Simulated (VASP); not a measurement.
Consider the following.

```yaml
crystal:
  lattice:
    - [0.00000, 2.68850, 2.68850]
    - [2.68850, 0.00000, 2.68850]
    - [2.68850, 2.68850, 0.00000]
  atoms:
    - { symbol: Li, position: [0.00000, 0.00000, 0.00000] }
    - { symbol: Br, position: [0.50000, 0.50000, 0.50000] }
```

Level of theory: PBE GGA with D3 dispersion (Becke-Johnson damping), VASP's PBE PAW potentials (set 64) (plane waves; VASP). Numerical set-up: 520 eV cut-off, Gaussian smearing of 0.050 eV, potentials Li_sv Br.

Task: Give the energies of bands 3 to 8 at the high-symmetry points, in eV from the valence-band maximum.

Result: 
| band | Γ | X | U | L | W |
|---|---|---|---|---|---|
| 3 | -0.01 | -3.21 | -2.79 | -3.18 | -2.40 |
| 4 | -0.01 | -1.28 | -2.06 | -0.30 | -2.40 |
| 5 | -0.01 | -1.28 | -0.97 | -0.30 | -1.28 |
| 6 | 5.26 | 6.35 | 6.68 | 5.65 | 8.25 |
| 7 | 10.54 | 6.99 | 8.89 | 8.11 | 8.70 |
| 8 | 10.54 | 12.20 | 10.51 | 8.11 | 9.64 |

The gap is indirect, 5.26 eV, from the valence maximum at K-Γ at 0.79 to the conduction minimum at Γ.

Measured: gap 7.60 eV (computed value off by -2.34 eV), as given by Abedi et al., (2022), arXiv:2211.14644.

The compound is LiBr in the rock salt structure. It was relaxed first, which changed the volume by -7 %.
